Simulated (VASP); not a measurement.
An input for Quantum ESPRESSO's pw.x (written as the equivalent of a VASP run, and not itself run):

```
&CONTROL
  calculation = 'vc-relax'
  pseudo_dir = './pseudo'
  outdir = './out'
  tprnfor = .true.
  tstress = .true.
  nstep = 60
  forc_conv_thr = 0.00039
/
&SYSTEM
  ibrav = 0
  nat = 1
  ntyp = 1
  ecutwfc = 40
  occupations = 'smearing'
  smearing = 'methfessel-paxton'
  degauss = 0.00735
  input_dft = 'pbesol'
/
&ELECTRONS
  conv_thr = 7.3e-08
  electron_maxstep = 100
/
&IONS
/
&CELL
/
ATOMIC_SPECIES
  Al 26.982 Al.upf
CELL_PARAMETERS angstrom
     0.0000000    2.0059607    2.0059607
     2.0059607   -0.0000000    2.0059607
     2.0059607    2.0059607    0.0000000
ATOMIC_POSITIONS crystal
  Al   0.0000000  0.0000000  0.0000000
K_POINTS automatic
  14 14 14 0 0 0
```

Problem. Write the VASP files for the same calculation (PBEsol).

Solution. Several could match; the one computed here: 
File POSCAR:
```
Al
1
    0.0000000000     2.0059607494     2.0059607494
    2.0059607494    -0.0000000000     2.0059607494
    2.0059607494     2.0059607494     0.0000000000
Al
1
Direct
  0.0000000000   0.0000000000   0.0000000000
```

### INCAR
```
SYSTEM = Al
PREC = Accurate; ENCUT = 480; LREAL = .False.
LASPH = .True.
EDIFF = 1E-6; NELM = 100; ALGO = Normal
ISMEAR = 1; SIGMA = 0.1
GGA = PS
IBRION = 2; NSW = 60; ISIF = 3
EDIFFG = -0.01
LWAVE = .False.; LCHARG = .False.
```

KPOINTS:
```
Regular mesh
0
gamma
14 14 14
```

POTCAR, in this order: Al (PBE.64 set). Program: vasp_std.

What does not carry over: the potentials are each code's own (VASP's PAW set, PseudoDojo norm-conserving files in pw.x), so ENCUT and ecutwfc are chosen apart and not converted; conv_thr bounds pw.x's estimated SCF error, while EDIFF bounds the energy change between steps; forc_conv_thr acts on force components and is met together with etot_conv_thr.

The compound is Al in the fcc structure. It was relaxed first. The start is the result of an earlier pass.
